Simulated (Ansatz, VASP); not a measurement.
# Si100C (amorphous Si) in two plane-wave programs, part 2 of 2

One calculation is typed for both programs; each brings its own data sets. How far apart do they land? The structure shown is the start of the Ansatz relaxation below; VASP solves that cell, so the two are compared at the walk's first step.

VASP 6.6.1 and Ansatz 0.2.0.

So far. Step 3 (VASP: single point, PBE, start cell, pair 1): The run ends at a pressure of -0.42 GPa, with forces up to 1.8 eV/Å.

## Step 5: Ansatz: relaxation, PBE

Level of this step: Ansatz beside VASP: Kohn-Sham DFT, plane waves, PBE (Ansatz).

The two programs are compared at the cell with which this relaxation starts, whose forces are those of its first step.

The structure compared here is the start of the Ansatz relaxation; VASP solves that cell, so the two are compared at the walk's first step.

Contents of input.yaml:

```yaml
crystal:
  lattice:
    - [12.6245, 0.0, 0.0]
    - [0.0, 12.6245, 0.0]
    - [0.0, 0.0, 12.6245]
  atoms:
    - { symbol: Si, position: [0.07713, 0.94546, 0.16477] }
    - { symbol: Si, position: [0.44961, 0.99135, 0.0776] }
    - { symbol: Si, position: [0.68662, 0.34549, 0.93561] }
[... 3 atom lines left out ...]
    - { symbol: Si, position: [0.36101, 0.14684, 0.94888] }
    - { symbol: Si, position: [0.78571, 0.47064, 0.31411] }
[... 1 atom line left out ...]
    - { symbol: Si, position: [0.84828, 0.84108, 0.33061] }
[... 3 atom lines left out ...]
    - { symbol: Si, position: [0.88269, 0.31163, 0.30528] }
    - { symbol: Si, position: [0.32075, 0.41418, 0.20216] }
    - { symbol: Si, position: [0.46661, 0.38119, 0.59098] }
[... 4 atom lines left out ...]
    - { symbol: Si, position: [0.90148, 0.98793, 0.07703] }
[... 4 atom lines left out ...]
    - { symbol: Si, position: [0.60451, 0.42835, 0.31173] }
[... 2 atom lines left out ...]
    - { symbol: Si, position: [0.48606, 0.80328, 0.08308] }
[... 1 atom line left out ...]
    - { symbol: C, position: [0.63717, 0.105, 0.26055] }
    - { symbol: Si, position: [0.5348, 0.50446, 0.46664] }
    - { symbol: Si, position: [0.90389, 0.31862, 0.11743] }
    - { symbol: Si, position: [0.72363, 0.90002, 0.46026] }
[... 5 atom lines left out ...]
    - { symbol: Si, position: [0.97352, 0.25255, 0.61734] }
[... 1 atom line left out ...]
    - { symbol: Si, position: [0.4608, 0.51163, 0.72727] }
[... 1 atom line left out ...]
    - { symbol: Si, position: [0.84155, 0.9873, 0.7624] }
[... 5 atom lines left out ...]
    - { symbol: Si, position: [0.37429, 0.67851, 0.73853] }
    - { symbol: Si, position: [0.39723, 0.72918, 0.30115] }
[... 2 atom lines left out ...]
    - { symbol: Si, position: [0.80862, 0.57794, 0.16259] }
    - { symbol: Si, position: [0.49473, 0.48828, 0.16625] }
[... 1 atom line left out ...]
    - { symbol: Si, position: [0.28596, 0.01222, 0.7234] }
[... 1 atom line left out ...]
    - { symbol: Si, position: [0.01076, 0.99077, 0.84895] }
    - { symbol: Si, position: [0.76256, 0.07776, 0.49816] }
    - { symbol: Si, position: [0.58029, 0.94892, 0.34854] }
    - { symbol: Si, position: [0.18453, 0.09571, 0.17442] }
[... 3 atom lines left out ...]
    - { symbol: Si, position: [0.67525, 0.08142, 0.78064] }
[... 2 atom lines left out ...]
    - { symbol: Si, position: [0.0858, 0.63473, 0.28218] }
[... 1 atom line left out ...]
    - { symbol: Si, position: [0.28239, 0.63202, 0.57863] }
    - { symbol: Si, position: [0.56436, 0.79216, 0.25033] }
[... 3 atom lines left out ...]
    - { symbol: Si, position: [0.16873, 0.38973, 0.46508] }
[... 2 atom lines left out ...]
    - { symbol: Si, position: [0.49603, 0.82057, 0.68171] }
    - { symbol: Si, position: [0.02233, 0.27799, 0.42918] }
    - { symbol: Si, position: [0.55649, 0.24919, 0.34704] }
[... 3 atom lines left out ...]
    - { symbol: Si, position: [0.21436, 0.37237, 0.0539] }
[... 3 atom lines left out ...]
    - { symbol: Si, position: [0.06626, 0.88823, 0.99151] }
[... 1 atom line left out ...]
    - { symbol: Si, position: [0.27662, 0.19528, 0.69208] }
    - { symbol: Si, position: [0.59299, 0.15834, 0.51654] }
    - { symbol: Si, position: [0.52562, 0.37235, 0.02432] }
[... 1 atom line left out ...]
    - { symbol: Si, position: [0.04207, 0.64626, 0.82934] }
[... 1 atom line left out ...]
    - { symbol: Si, position: [0.98201, 0.72379, 0.98499] }
    - { symbol: Si, position: [0.26756, 0.86535, 0.34705] }
    - { symbol: Si, position: [0.61868, 0.07602, 0.07911] }
[... 1 atom line left out ...]
    - { symbol: Si, position: [0.95583, 0.70607, 0.39963] }
kpoints:
  mp_grid: { grid: [1, 1, 1] }
hamiltonian:
  xc: pbe
  pseudopotentials: { kind: paw, azcp: { folder: soft_1 } }
scf:
  occupations: { method: fermi_dirac, width: 0.025 }
output:
  forces: true
  eigenvalues: true
relax:
  f_tol: 0.05
  max_steps: 90
```

The run is started by

```sh
ansatz run input.yaml --threads 4 --pin off --max-ram 8192MiB --backend cpu --events-out ev --progress --plain --runs-dir out
```

Numbers of over 12 decimals in the logs are rounded to 6 here.

What it wrote:

```text
[...]
Crystal: 101 atoms, lattice volume = 2012.068 Å³
Basis set: ecut = 420 eV, 39223 PW (Γ), exchange–correlation on 180×180×180 points (8 copies of the dense FFT grid, shifted against one another)
Bands: 303, of which v1, the nominal top of the filled ones, is band 202 counted from 1 (201 counted from 0)
Symmetry: 1 space group operations
[...]
k-points: 1
[...]
SCF iter   1: F=—  HF=-63815.837851 eV  |F-HF|=—  |Δ(HF+E_count)|=         —  Δρ=4.19e-2  dr2=4.44e1  ethr=3.10e-3  ⟨swp⟩=6.0  Hψ=1433  notcnv=0  defer=72
[...]
- { symbol: Si, position: [0.127832, 0.924149, 0.715123] }
    - { symbol: Si, position: [0.272391, 0.818967, 0.917804] }
    - { symbol: Si, position: [0.837830, 0.569743, 0.462007] }
    - { symbol: Si, position: [0.365171, 0.135381, 0.959848] }
    - { symbol: Si, position: [0.788398, 0.469015, 0.313631] }
[...]
- { symbol: C, position: [0.636636, 0.114934, 0.276647] }
[...]
- { symbol: Si, position: [0.266736, 0.869333, 0.346963] }
    - { symbol: Si, position: [0.611646, 0.110101, 0.126107] }
    - { symbol: Si, position: [0.767033, 0.861944, 0.042821] }
    - { symbol: Si, position: [0.956460, 0.703864, 0.396970] }
```

## Step 6: VASP: single point, PBE, start cell, pair 2

The same cell, functional, mesh and smearing now go to VASP, with its own data sets.

Contents of INCAR:

```
SYSTEM = Si100C
PREC = Accurate
ENCUT = 520
EDIFF = 1E-06
NELM = 120
ISMEAR = -1
SIGMA = 0.025
LREAL = Auto
ALGO = Normal
GGA = PE
NBANDS = 272
LORBIT = 11
LWAVE = .FALSE.
LCHARG = .FALSE.
ISIF = 2
LASPH = .TRUE.
GGA_COMPAT = .FALSE.
EFERMI = MIDGAP
NCORE = 2
```

Contents of POSCAR:

```
Si100C
1.0
   12.6245000000      0.0000000000      0.0000000000
    0.0000000000     12.6245000000      0.0000000000
    0.0000000000      0.0000000000     12.6245000000
Si C
100 1
Direct
    0.0771278070      0.9454631867      0.1647669215
    0.4496098855      0.9913501525      0.0776030734
    0.6866172918      0.3454869500      0.9356093311
[... 3 atom lines left out ...]
    0.3610123173      0.1468414591      0.9488771833
    0.7857103252      0.4706404214      0.3141114500
[... 1 atom line left out ...]
    0.8482791398      0.8410788546      0.3306111133
[... 3 atom lines left out ...]
    0.8826884233      0.3116321438      0.3052794170
    0.3207493366      0.4141787794      0.2021624619
    0.4666085786      0.3811873738      0.5909778605
[... 4 atom lines left out ...]
    0.9014772862      0.9879282348      0.0770327538
[... 4 atom lines left out ...]
    0.6045071092      0.4283496376      0.3117271971
[... 2 atom lines left out ...]
    0.4860628144      0.8032793378      0.0830765575
[... 1 atom line left out ...]
    0.5348013783      0.5044635431      0.4666402630
    0.9038932235      0.3186185592      0.1174303933
    0.7236326191      0.9000198028      0.4602637728
    0.0661412333      0.1224127688      0.3208206266
[... 5 atom lines left out ...]
    0.8960909343      0.1654877421      0.0087924274
[... 1 atom line left out ...]
    0.3874133629      0.2464176799      0.2629727910
[... 1 atom line left out ...]
    0.3450829736      0.0161273714      0.2346786011
[... 5 atom lines left out ...]
    0.3972276130      0.7291773932      0.3011525209
    0.7428967484      0.7561725217      0.1986296487
[... 2 atom lines left out ...]
    0.4947285041      0.4882807240      0.1662481682
    0.4667432374      0.2035486554      0.0918769060
[... 1 atom line left out ...]
    0.5781615113      0.2456176482      0.6809378589
[... 1 atom line left out ...]
    0.7625569329      0.0777614955      0.4981583429
    0.5802922888      0.9489167888      0.3485365757
    0.1845300804      0.0957107212      0.1744227494
    0.4637411383      0.0272089984      0.4707830013
[... 3 atom lines left out ...]
    0.9173670244      0.0084280566      0.2668303695
[... 2 atom lines left out ...]
    0.8029070458      0.1417561092      0.3278466474
[... 1 atom line left out ...]
    0.5643629451      0.7921581053      0.2503307062
    0.8110895481      0.4550437641      0.0182660699
[... 3 atom lines left out ...]
    0.9052794170      0.0803675393      0.6139965939
[... 2 atom lines left out ...]
    0.0223295972      0.2779912076      0.4291813537
    0.5564893659      0.2491900669      0.3470394867
    0.3123608856      0.2864430274      0.5307695354
[... 3 atom lines left out ...]
    0.3292090776      0.1422392966      0.4091013505
[... 3 atom lines left out ...]
    0.3670323577      0.9152124837      0.5878094182
[... 1 atom line left out ...]
    0.5929898214      0.1583429047      0.5165432294
    0.5256208167      0.3723474197      0.0243177948
    0.7176997109      0.1613925304      0.9455186344
[... 1 atom line left out ...]
    0.6032476534      0.8213790645      0.9366390748
[... 1 atom line left out ...]
    0.2675591113      0.8653491227      0.3470474078
    0.6186779674      0.0760188522      0.0791080835
    0.7449562359      0.8788387659      0.0534595430
[... 1 atom line left out ...]
    0.6371737495      0.1050021783      0.2605489326
```

Contents of KPOINTS:

```
Automatic mesh
0
Gamma
1 1 1
0 0 0
```

The projector-augmented-wave data sets are Si and C (PBE family, release 64).

The run is started by

```sh
mpirun -np 8 vasp_gam
```

What it wrote:

```text
[... set-up lines as in an earlier step ...]
 entering main loop
       N       E                     dE             d eps       ncg     rms          rms(c)
DAV:   1     0.195035978672E+04    0.19504E+04   -0.17693E+05   544   0.132E+03
DAV:   2    -0.284855118286E+03   -0.22352E+04   -0.20990E+04   688   0.215E+02
DAV:   3    -0.526947725491E+03   -0.24209E+03   -0.23543E+03   680   0.618E+01
DAV:   4    -0.535104629777E+03   -0.81569E+01   -0.80649E+01   672   0.132E+01
[...]
DAV:  17    -0.525965472222E+03   -0.21715E-05   -0.25145E-06   552   0.276E-03    0.195E-03
DAV:  18    -0.525965473949E+03   -0.17267E-05   -0.21249E-06   456   0.210E-03    0.165E-03
DAV:  19    -0.525965473937E+03    0.11754E-07   -0.16170E-07   352   0.804E-04
   1 F= -.52596547E+03 E0= -.52596174E+03  d E =-.746263E-02
```

OUTCAR, selected parts (step 6):

```text
  FREE ENERGIE OF THE ION-ELECTRON SYSTEM (eV)
  ---------------------------------------------------
  free  energy   TOTEN  =      -525.9654739374 eV

  energy  without entropy=     -525.9580113079  energy(sigma->0) =     -525.96174262
```

The run ends at a pressure of -0.65 GPa, with forces up to 2.8 eV/Å.

## Step 7: Differences

Forces on 9 of the 101 atoms, those with the largest forces and the largest differences (eV/Å; atoms numbered as in POSCAR):

| atom | Ansatz x, y, z | VASP x, y, z |
| --- | --- | --- |
| Si1 | -0.003, -0.006, -0.046 | -0.006, -0.008, -0.052 |
| Si55 | 0.166, -0.054, 0.076 | 0.161, -0.053, 0.073 |
| Si60 | 0.655, 1.789, -0.958 | 0.652, 1.786, -0.954 |
| Si69 | -2.488, -0.694, -0.963 | -2.482, -0.696, -0.959 |
| Si80 | 0.981, -1.765, -0.996 | 0.978, -1.762, -0.993 |
| Si88 | 0.046, -0.010, 0.017 | 0.037, -0.009, 0.023 |
| Si91 | 0.028, -0.043, -0.132 | 0.027, -0.045, -0.131 |
| Si98 | 0.209, 0.407, 2.494 | 0.206, 0.407, 2.487 |
| C101 | 0.515, 0.141, 0.719 | 0.521, 0.142, 0.719 |

The forces differ by 2.5 meV/Å r.m.s., which is 0.9 % of the r.m.s. force of 0.285 eV/Å (both taken over all components).

## Step 8: What came out

| Item | Value |
| --- | --- |
| r.m.s. force difference (single point, PBE, start cell, pair 1) | 2.4 meV/Å |
| r.m.s. force difference (single point, PBE, start cell, pair 2) | 0.89 % of the r.m.s. force |

What this shows: The r.m.s. force difference is 0.89 % of the r.m.s. force (single point, PBE, start cell, pair 2), within the 3 % picked in this series as the mark of a large difference. 2 further runs of this series are not shown here. How closely two codes agree says nothing of how well the functional describes the real material.

[Lines on the potential files, build, host, timing and source positions are cut from VASP's logs without a mark.]

[Logs are printed without paths, hosts, clocks, repeated set-up lines and the standing remarks that a program may print on its own settings, such as how far it seeks lower states.]

[Hosts, paths, dates, database ids (printed as entryN), source tags and the programs' standing remarks are cut or masked in the printed files.]
